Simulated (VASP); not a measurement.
```xyz
2
Lattice="0.0000 3.3697 3.5101 3.3697 0.0000 3.5101 3.3697 3.3697 0.0000" Properties=species:S:1:pos:R:3 pbc="T T T"
K      0.0000     0.0000     0.0000
I      3.3697     3.3697     3.5101
```

These are PBEsol GGA, VASP's PBE PAW potentials (set 64) (plane waves; VASP) values and carry that method's errors. Run with 480 eV cut-off, 6×6×6 Γ-centred mesh, Gaussian smearing of 0.050 eV, potentials K_sv I.

Q: Give the stress tensor in GPa (positive for a compressed cell).

A: 
```
1.76  0.00  0.00
0.00  1.76  0.00
0.00  0.00  0.26
```
The pressure is its mean diagonal, 1.26 GPa.

The compound is KI in the rock salt structure. This cell was strained or had an atom moved on purpose.
